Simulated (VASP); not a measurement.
Consider the following.

```
HgZn3Te4
1.0
    0.00000     3.08599     3.08599
    3.08599     0.00000     3.08599
   12.36792    12.36792    -0.02396
Zn Te Hg
3 4 1
Direct
  0.98870   0.98870   0.00848
  0.99942   0.99942   0.25044
  0.00897   0.00897   0.49327
  0.24472   0.24472   0.06646
  0.25445   0.25445   0.30916
  0.26524   0.26524   0.55107
  0.23265   0.23265   0.82551
  0.00585   0.00585   0.74561
```

Computed with PBEsol GGA, VASP's PBE PAW potentials (set 64) (plane waves; VASP). Numerical set-up: 400 eV cut-off, Gaussian smearing of 0.050 eV, potentials Zn Te Hg.

Unless said otherwise, spin-orbit coupling is left out, though it shifts the bands of the heavy elements here.

Give the energies of bands 27 to 40 at the high-symmetry points, in eV from the valence-band maximum.

```tsv
band	Γ	T	H2	L	S0	F
27	-3.37	-1.95	-5.24	-5.26	-5.24	-5.18
28	-1.36	-1.64	-5.12	-5.17	-5.12	-5.02
29	-1.36	-1.33	-3.54	-2.83	-3.54	-2.88
30	-1.02	-1.33	-3.46	-2.78	-3.44	-2.82
31	-1.02	-1.12	-3.35	-2.54	-3.37	-2.60
32	-0.76	-1.12	-2.89	-2.30	-2.88	-2.50
33	-0.76	-0.67	-2.18	-2.04	-2.22	-2.10
34	-0.34	-0.67	-2.10	-1.96	-2.06	-1.80
35	0.00	-0.03	-1.94	-1.59	-1.98	-1.24
36	0.00	-0.03	-1.90	-1.11	-1.86	-1.02
37	0.36	1.12	2.14	1.73	2.12	1.05
38	1.15	1.26	2.63	1.82	2.68	1.78
39	1.39	1.29	3.05	2.02	2.93	1.93
40	1.70	1.58	3.23	2.18	3.31	2.20
```

The gap is direct, 0.36 eV, from the valence maximum at Γ to the conduction minimum at Γ.

The structure was generated: HgZn3Te4 was put into an ordered model structure (R3m), which need not be its known phase. It was relaxed first.
